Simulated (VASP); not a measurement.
Input:

```xyz
3
Lattice="0.0000 2.6950 2.6950 2.6950 0.0000 2.6950 2.6950 2.6950 0.0000" Properties=species:S:1:pos:R:3 pbc="T T T"
Cd    -0.0116    -0.0048    -0.0050
F      1.3647     1.3441     1.3499
F      4.0369     4.0508     4.0451
```

These are PBEsol GGA, VASP's PBE PAW potentials (set 64) (plane waves; VASP) values and carry that method's errors. Numerical set-up: 400 eV cut-off, 6×6×6 Γ-centred mesh, Fermi-Dirac smearing of 0.020 eV, potentials Cd F.

At this cut-off the stress carries a Pulay error, which pulls relaxed volumes low. Energy and stress use the plane-wave basis of the starting cell.

Task: The ions, cell shape and volume are relaxed. What does this cell relax into?

Result: 
```xyz
3
Lattice="0.0005 2.6467 2.6467 2.6480 -0.0009 2.6480 2.6476 2.6476 -0.0004" Properties=species:S:1:pos:R:3 pbc="T T T"
Cd     0.0007     2.6468     2.6467
F      1.3246     1.3229     1.3235
F      3.9713     3.9703     3.9707
```
Space group Fm-3m (225), at a tolerance of 0.03 Å.

Task: How do energy and volume change from the first to the last step?

Result: The energy (σ→0) changes by -21.4 meV/atom and the volume by -5.2 %, in 15 ionic steps.

The structure is a typed CdF2 crystal. In the starting cell atoms are displaced from their ideal sites. This run relaxes it. The run is one of a series of settings (EDIFFG = -0.01, IBRION = 2, ISIF = 3, NSW = 50 against the base run), some of them coarse on purpose.
